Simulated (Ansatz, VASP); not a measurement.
**Zr (Zirconium) in two plane-wave programs**

One calculation is typed for both programs; each brings its own data sets. How far apart do they land? The cell is taken from a series of runs on this material, whose earlier steps may have relaxed, scaled, displaced or heated it; both programs get it as it stands.

Calculated with Ansatz 0.2.0; plane waves, with VASP 6.6.1 beside it; zone-centre phonons at PBE.

## (1) The starting structure

Symmetry: P6_3/mmc, No. 194, hexagonal system. The conventional cell has a = 3.235 Å, b = 3.235 Å, c = 5.164 Å, α = 90.00°, β = 90.00°, γ = 120.00°. Nearest to Zr lie 12 Zr at 3.19 to 3.23 Å.

As a file:

```xyz
2
Lattice="3.2346 0.0000 0.0000 -1.6173 2.8012 0.0000 0.0000 0.0000 5.1641" Properties=species:S:1:pos:R:3 pbc="T T T"
Zr    0.0000    1.8675    1.2910
Zr    1.6173    0.9337    3.8731
```

## (2) VASP: zone-centre phonons, PBE

Second derivatives magnify differences that forces hide, and they need a tight electronic threshold.

Lines of VASP's logs that name or quote its potential files are left out, and so is its time.

INCAR

```
SYSTEM = Zr
PREC = Accurate
ENCUT = 500
EDIFF = 1E-08
NELM = 120
ISMEAR = 1
SIGMA = 0.2
LREAL = .FALSE.
ALGO = Normal
GGA = PE
NBANDS = 18
LASPH = .TRUE.
LORBIT = 11
LWAVE = .FALSE.
LCHARG = .FALSE.
ISIF = 2
IBRION = 8
GGA_COMPAT = .FALSE.
```

POSCAR

```
Zr
1.0
    3.2345839505      0.0000000000      0.0000000000
   -1.6172919752      2.8012318718      0.0000000000
    0.0000000000      0.0000000000      5.1640863794
Zr
2
Direct
    0.3333333334      0.6666666668      0.2500000000
    0.6666666668      0.3333333334      0.7500000000
```

KPOINTS

```
Automatic mesh
0
Gamma
9 9 6
0 0 0
```

The projector-augmented-wave data sets are Zr_sv (PBE family, release 64).

Launch:

```
$ mpirun -np 1 vasp_std
```

Numbers of over 12 decimals in the logs are rounded to 6 here.

The program printed:

```text
[banner, memory and clock lines left out]
running    1 mpi-ranks, on    1 nodes
 distrk:  each k-point on    1 cores,    1 groups
 distr:  one band on    1 cores,    1 groups

 POSCAR found type information on POSCAR Zr
 POSCAR found :  1 types and       2 ions
 LDA part: xc-table for (Slater+PW92), standard interpolation
 POSCAR, INCAR and KPOINTS ok, starting setup
 FFT: planning ... GRIDC
 FFT: planning ... GRID_SOFT
 FFT: planning ... GRID
 WAVECAR not read
 entering main loop
       N       E                     dE             d eps       ncg     rms          rms(c)
DAV:   1     0.213095214483E+03    0.21310E+03   -0.13149E+04  1736   0.129E+03
DAV:   2    -0.181879060053E+01   -0.21491E+03   -0.21155E+03  2024   0.376E+02
DAV:   3    -0.173370952407E+02   -0.15518E+02   -0.15384E+02  3126   0.738E+01
DAV:   4    -0.177508192641E+02   -0.41372E+00   -0.41316E+00  2038   0.124E+01
DAV:   5    -0.177655227091E+02   -0.14703E-01   -0.14698E-01  2600   0.155E+00    0.142E+01
DAV:   6    -0.171584648750E+02    0.60706E+00   -0.95772E-01  1846   0.774E+00    0.556E+00
DAV:   7    -0.170392340667E+02    0.11923E+00   -0.62358E-01  2406   0.544E+00    0.113E+00
DAV:   8    -0.170451545686E+02   -0.59205E-02   -0.40543E-02  2266   0.150E+00    0.292E-01
DAV:   9    -0.170453876007E+02   -0.23303E-03   -0.19459E-03  2138   0.419E-01    0.352E-02
DAV:  10    -0.170453386684E+02    0.48932E-04   -0.51226E-05  2332   0.425E-02    0.252E-02
DAV:  11    -0.170453385754E+02    0.92997E-07   -0.11170E-05  1906   0.381E-02    0.297E-03
DAV:  12    -0.170453386695E+02   -0.94122E-07   -0.50930E-07  2496   0.457E-03    0.281E-03
DAV:  13    -0.170453383520E+02    0.31746E-06   -0.45539E-08  1694   0.194E-03    0.974E-04
DAV:  14    -0.170453382883E+02    0.63705E-07   -0.74941E-09  1124   0.106E-03    0.292E-04
DAV:  15    -0.170453382749E+02    0.13421E-07   -0.14426E-09  1030   0.419E-04    0.111E-04
DAV:  16    -0.170453382689E+02    0.59795E-08   -0.71857E-10  1012   0.299E-04
   1 F= -.17045338E+02 E0= -.17047346E+02  d E =0.602216E-02
 Linear response reoptimize wavefunctions to high precision
DAV:   1    -0.170453382679E+02    0.10045E-08   -0.19350E-10  1016   0.107E-04
DAV:   2    -0.170453382679E+02   -0.25466E-10   -0.91969E-11   990   0.590E-05
 Linear response DOF=           2
 Linear response progress:
  Degree of freedom:   1/  2
       N       E                     dE             d eps       ncg     rms          rms(c)
RMM:   1    -0.676563739804E+00   -0.67656E+00    0.27922E+00  6408   0.133E+01
RMM:   2    -0.628739097389E+00    0.47825E-01   -0.23476E-01  9592   0.266E+00    0.231E-01
RMM:   3    -0.630156267140E+00   -0.14172E-02   -0.38637E-02 11497   0.946E-01    0.730E-02
RMM:   4    -0.632491216206E+00   -0.23349E-02   -0.46818E-03 14102   0.334E-01    0.277E-02
RMM:   5    -0.633129994850E+00   -0.63878E-03   -0.95486E-04 13623   0.147E-01    0.182E-02
RMM:   6    -0.633177994537E+00   -0.48000E-04   -0.21806E-04 14829   0.641E-02    0.185E-02
RMM:   7    -0.633119474299E+00    0.58520E-04   -0.76901E-05 14004   0.388E-02    0.557E-03
RMM:   8    -0.633087992464E+00    0.31482E-04   -0.26452E-05 14745   0.167E-02    0.665E-03
RMM:   9    -0.633073911810E+00    0.14081E-04   -0.12605E-05 14746   0.103E-02    0.386E-03
RMM:  10    -0.633061358585E+00    0.12553E-04   -0.65241E-06 14373   0.696E-03    0.769E-04
RMM:  11    -0.633061762090E+00   -0.40350E-06   -0.40170E-06 15319   0.419E-03    0.294E-04
RMM:  12    -0.633063982511E+00   -0.22204E-05   -0.20822E-06 15329   0.288E-03    0.152E-04
RMM:  13    -0.633065001791E+00   -0.10193E-05   -0.83983E-07 14818   0.210E-03    0.385E-05
RMM:  14    -0.633065231621E+00   -0.22983E-06    0.26078E-08 15326   0.163E-03    0.446E-05
RMM:  15    -0.633064711435E+00    0.52019E-06    0.52431E-07 14982   0.132E-03    0.158E-05
RMM:  16    -0.633064641325E+00    0.70110E-07    0.75950E-07 15057   0.111E-03    0.213E-05
RMM:  17    -0.633064685244E+00   -0.43919E-07    0.83019E-07 15158   0.948E-04    0.217E-05
RMM:  18    -0.633064832249E+00   -0.14701E-06    0.91906E-07 14512   0.827E-04    0.335E-05
RMM:  19    -0.633064790587E+00    0.41663E-07    0.96499E-07 14353   0.733E-04    0.372E-05
RMM:  20    -0.633064771192E+00    0.19395E-07    0.96421E-07 15101   0.653E-04    0.407E-05
RMM:  21    -0.633064802929E+00   -0.31738E-07    0.97419E-07 14813   0.587E-04    0.460E-05
RMM:  22    -0.633064757460E+00    0.45469E-07    0.96396E-07 13584   0.538E-04    0.432E-05
 first order change of Fermi-energy   0.33935E-04
 force on displaced ion       1 direction 1 :  -0.852   0.001   0.000
 Linear response progress:
  Degree of freedom:   2/  2
       N       E                     dE             d eps       ncg     rms          rms(c)
RMM:   1    -0.789559085730E+00   -0.78956E+00    0.29765E+00  2441   0.135E+01
RMM:   2    -0.740954832126E+00    0.48604E-01   -0.24842E-01  3621   0.269E+00    0.248E-01
RMM:   3    -0.744522227843E+00   -0.35674E-02   -0.44698E-02  4284   0.944E-01    0.815E-02
RMM:   4    -0.747288167916E+00   -0.27659E-02   -0.61814E-03  4863   0.344E-01    0.326E-02
RMM:   5    -0.747504915418E+00   -0.21675E-03   -0.78355E-04  5190   0.146E-01    0.218E-02
RMM:   6    -0.747337617145E+00    0.16730E-03    0.31991E-04  5157   0.666E-02    0.109E-02
RMM:   7    -0.747330058743E+00    0.75584E-05    0.41727E-05  5331   0.337E-02    0.576E-03
RMM:   8    -0.747334627668E+00   -0.45689E-05   -0.53983E-05  5304   0.180E-02    0.136E-03
RMM:   9    -0.747323365739E+00    0.11262E-04   -0.18074E-05  5489   0.101E-02    0.432E-04
RMM:  10    -0.747326434455E+00   -0.30687E-05   -0.93019E-06  5594   0.578E-03    0.274E-04
RMM:  11    -0.747329183647E+00   -0.27492E-05   -0.18577E-05  5603   0.352E-03    0.157E-04
RMM:  12    -0.747332343794E+00   -0.31601E-05   -0.26068E-05  5400   0.262E-03    0.730E-05
RMM:  13    -0.747331858134E+00    0.48566E-06   -0.24615E-05  5492   0.190E-03    0.538E-05
RMM:  14    -0.747332187644E+00   -0.32951E-06   -0.24356E-05  5397   0.150E-03    0.111E-05
[...]
RMM:  31    -0.747331992063E+00    0.96616E-07   -0.14972E-05  4776   0.184E-04    0.586E-06
RMM:  32    -0.747332017240E+00   -0.25177E-07   -0.15282E-05  4283   0.175E-04    0.511E-06
RMM:  33    -0.747331957483E+00    0.59757E-07   -0.14974E-05  5727   0.175E-04    0.488E-06
RMM:  34    -0.747331984438E+00   -0.26954E-07   -0.15300E-05  5186   0.164E-04    0.715E-06
RMM:  35    -0.747331974587E+00    0.98505E-08   -0.15242E-05  4819   0.159E-04    0.831E-06
RMM:  36    -0.747331997844E+00   -0.23257E-07   -0.15427E-05  3818   0.155E-04    0.842E-06
RMM:  37    -0.747331971119E+00    0.26725E-07   -0.15203E-05  4368   0.152E-04    0.945E-06
RMM:  38    -0.747332006349E+00   -0.35229E-07   -0.15470E-05  4802   0.150E-04    0.793E-06
 first order change of Fermi-energy  -0.14561E-03
 force on displaced ion       1 direction 3 :   0.000   0.000  -4.451
 Linear response finished
```

Parts of OUTCAR (step 2):

```text
ion  position               nearest neighbor table
   1  0.333  0.667  0.250-   2 3.19   2 3.19   2 3.19   2 3.19   2 3.19   2 3.19
   2  0.667  0.333  0.750-   1 3.19   1 3.19   1 3.19   1 3.19   1 3.19   1 3.19

  LATTYP: Found a hexagonal cell.
 ALAT       =     3.2345839505
 C/A-ratio  =     1.5965226003

 Subroutine GETGRP returns: Found 24 space group operations
 (whereof 12 operations were pure point group operations)

The static configuration has the point symmetry D_3d.
 The point group associated with its full space group is D_6h.

 Found     48 irreducible k-points:

   k-points           NKPTS =     48   k-points in BZ     NKDIM =     48   number of bands    NBANDS=     18

   dimension x,y,z NGX =    24 NGY =   24 NGZ =   40
   dimension x,y,z NGXF=    48 NGYF=   48 NGZF=   80

   ENCUT  =  500.0 eV  36.75 Ry    6.06 a.u.   5.90  5.90  9.42*2*pi/ulx,y,z

   NELECT =      24.0000    total number of electrons

 k-points in reciprocal lattice and weights: Automatic mesh
   0.00000000  0.00000000  0.00000000       0.002
   0.11111111 -0.00000000  0.00000000       0.012
   0.22222222 -0.00000000  0.00000000       0.012
   0.33333333 -0.00000000  0.00000000       0.012
   0.44444444 -0.00000000  0.00000000       0.012
   0.11111111  0.11111111  0.00000000       0.012
   0.22222222  0.11111111  0.00000000       0.025
   0.33333333  0.11111111  0.00000000       0.025
   0.44444444  0.11111111  0.00000000       0.012
[...]
0.33333333  0.22222222  0.50000000       0.025
   0.33333333  0.33333333  0.50000000       0.004

 average (electrostatic) potential at core
       1 -74.6968       2 -74.6968

  Total       -0.0002303     -0.0002303      0.0099559     -0.0000000      0.0000000      0.0000000
  in kB       -0.0078846     -0.0078846      0.3409010     -0.0000000      0.0000000      0.0000000
  external PRESSURE =       0.1083773 kB  Pullay stress =       0.0000000 kB

  energy-cutoff  :      500.00
  volume of cell :       46.79
      direct lattice vectors                 reciprocal lattice vectors
     3.234583950  0.000000000  0.000000000     0.309158771  0.178492900  0.000000000
    -1.617291975  2.801231872  0.000000000     0.000000000  0.356985800  0.000000000
     0.000000000  0.000000000  5.164086379     0.000000000  0.000000000  0.193645095

 POSITION                                       TOTAL-FORCE (eV/Angst)
 -----------------------------------------------------------------------------------
      0.00000      1.86749      1.29102        -0.000000      0.000000      0.000000
      1.61729      0.93374      3.87306         0.000000      0.000000      0.000000
 -----------------------------------------------------------------------------------
    total drift:                               -0.000000     -0.000000      0.000000

 Eigenvectors and eigenvalues of the dynamical matrix
 ----------------------------------------------------

   1 f  =    4.883776 THz    30.685671 2PiTHz  162.905240 cm-1    20.197666 meV
             X         Y         Z           dx          dy          dz
      0.000000  1.867488  1.291022     0.000000    0.000000    0.707107
      1.617292  0.933744  3.873065    -0.000000    0.000000   -0.707107

   2 f  =    2.136276 THz    13.422621 2PiTHz   71.258513 cm-1     8.834926 meV
             X         Y         Z           dx          dy          dz
      0.000000  1.867488  1.291022     0.530911    0.467048    0.000000
      1.617292  0.933744  3.873065    -0.530911   -0.467048    0.000000

   3 f  =    2.136276 THz    13.422621 2PiTHz   71.258513 cm-1     8.834926 meV
             X         Y         Z           dx          dy          dz
      0.000000  1.867488  1.291022     0.467048   -0.530911   -0.000000
      1.617292  0.933744  3.873065    -0.467048    0.530911   -0.000000

   4 f  =    0.000000 THz     0.000000 2PiTHz    0.000002 cm-1     0.000000 meV
             X         Y         Z           dx          dy          dz
      0.000000  1.867488  1.291022    -0.008171   -0.086934    0.701695
      1.617292  0.933744  3.873065    -0.008171   -0.086934    0.701695

   5 f  =    0.000000 THz     0.000000 2PiTHz    0.000000 cm-1     0.000000 meV
             X         Y         Z           dx          dy          dz
      0.000000  1.867488  1.291022    -0.689844   -0.152929   -0.026980
      1.617292  0.933744  3.873065    -0.689844   -0.152929   -0.026980

   6 f/i=    0.000000 THz     0.000000 2PiTHz    0.000001 cm-1     0.000000 meV
             X         Y         Z           dx          dy          dz
      0.000000  1.867488  1.291022     0.155076   -0.684876   -0.083044
      1.617292  0.933744  3.873065     0.155076   -0.684876   -0.083044

 ELASTIC MODULI CONTR FROM IONIC RELAXATION (kBar)
 Direction    XX          YY          ZZ          XY          YZ          ZX
 --------------------------------------------------------------------------------
 XX         -25.7831     25.7831      0.0000     -0.0000     -0.0000      0.0000
 YY          25.7831    -25.7831     -0.0000     -0.0000      0.0000     -0.0000
 ZZ           0.0000     -0.0000     -0.0000      0.0000      0.0000     -0.0000
 XY          -0.0000     -0.0000      0.0000    -25.7831      0.0000     -0.0000
 YZ          -0.0000      0.0000      0.0000      0.0000     -0.0000      0.0000
 ZX           0.0000     -0.0000     -0.0000     -0.0000      0.0000     -0.0000
 --------------------------------------------------------------------------------
```

(Continued in part 2 of 2.)

[Lines on the potential files, build, host, timing and source positions are cut from VASP's logs without a mark.]

[Logs are printed without paths, hosts, clocks, repeated set-up lines and the standing remarks that a program may print on its own settings, such as how far it seeks lower states.]

[Hosts, paths, dates, database ids (printed as entryN), source tags and the programs' standing remarks are cut or masked in the printed files.]
